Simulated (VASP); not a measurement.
A run of VASP 6.6.1 is set up as follows.

File INCAR:

```
SYSTEM = CaSc
PREC = Accurate
ENCUT = 520
EDIFF = 1E-6
ISMEAR = -1
SIGMA = 0.05
LREAL = .FALSE.
LASPH = .TRUE.
NELM = 100
ALGO = Normal
ISIF = 2
LWAVE = .FALSE.
LCHARG = .TRUE.
LDIPOL = .TRUE.
IDIPOL = 3
DIPOL = 0.5 0.5 0.294
GGA = PE
LELF = .TRUE.
LVHAR = .TRUE.
LVACPOTAV = .TRUE.
```

The input KPOINTS:

```
Automatic mesh
0
G
  4 8 1
  0 0 0
```

File POSCAR:

```
CaSc
1.0
    6.5366700000      0.0000000000      0.0000000000
    0.0000000000      3.2053400000      0.0000000000
    0.0000000000      0.0000000000     23.8000000000
Ca Sc
1 1
Direct
    0.0000000000      0.0000000000      0.2941200000
    0.5000000000      0.0000000000      0.2941200000
```

Potentials or basis: VASP PAW PBE potentials, release 64 (Ca_sv, Sc_sv).

The run is started by

```sh
$ cat potpaw_PBE.64/Ca_sv/POTCAR potpaw_PBE.64/Sc_sv/POTCAR > POTCAR
$ mpirun -np 1 vasp_std > vasp.out
```

Question: Estimate the work function of the upper face.

Answer: 3.22 eV.

Question: What does it give for the work function of the lower face?

Answer: 3.22 eV.

Question: What does it give for the band gap on the k mesh?

Answer: None (metal or under the smearing width).
